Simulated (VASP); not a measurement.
An input for Quantum ESPRESSO's pw.x (written as the equivalent of a VASP run, and not itself run):

```
&CONTROL
  calculation = 'scf'
  pseudo_dir = './pseudo'
  outdir = './out'
  tprnfor = .true.
  tstress = .true.
/
&SYSTEM
  ibrav = 0
  nat = 3
  ntyp = 2
  ecutwfc = 84
  occupations = 'tetrahedra'
  input_dft = 'pbesol'
/
&ELECTRONS
  conv_thr = 7.3e-09
  electron_maxstep = 100
/
ATOMIC_SPECIES
  Sr 87.620 Sr.upf
  N 14.007 N.upf
CELL_PARAMETERS angstrom
    -1.8880965    1.8880965    3.1167053
     1.8880965   -1.8880965    3.1167053
     1.8880965    1.8880965   -3.1167053
ATOMIC_POSITIONS crystal
  Sr   0.0000000  0.0000000  0.0000000
  N    0.6001975  0.6001975  0.0000000
  N    0.3998025  0.3998025  0.0000000
K_POINTS automatic
  13 13 13 0 0 0
```

Q: Write the VASP files for the same calculation (PBEsol).

A: Several could match; the one computed here: 
### KPOINTS
```
Automatic mesh
0
Gamma
13 13 13
0 0 0
```

POSCAR:
```
SrN2
4.1041040
 -0.4600508464   0.4600508464   0.7594118716
  0.4600508464  -0.4600508464   0.7594118716
  0.4600508464   0.4600508464  -0.7594118716
Sr N
1 2
Cartesian
  0.0000000000   0.0000000000   0.0000000000
 -0.0000000000   0.0000000000   0.9115941791
 -0.0000000000   0.0000000000   0.6072295640
```

**INCAR**
```
SYSTEM  =  SrN2
PREC  =  Accurate; ENCUT  =  520; LREAL  =  F
LASPH  =  T
EDIFF  =  1E-7; NELM  =  100; ALGO  =  Normal
LMAXMIX  =  4
ISMEAR  =  -5
GGA  =  PS
ISIF  =  2
LWAVE  =  F; LCHARG  =  T; LORBIT  =  11
NEDOS  =  601
LEFG  =  T
```

POTCAR, in this order: Sr_sv N (PBE.64 set). Program: vasp_std.

Limits of the translation: the potentials are each code's own (VASP's PAW set, PseudoDojo norm-conserving files in pw.x), so ENCUT and ecutwfc are chosen apart and not converted; conv_thr bounds pw.x's estimated SCF error, while EDIFF bounds the energy change between steps; the field gradients of LEFG aren't asked of the other code.

The structure comes from a computed database's SrN2 entry (I4/mmm); how it stands against other phases isn't given here. It was relaxed first.
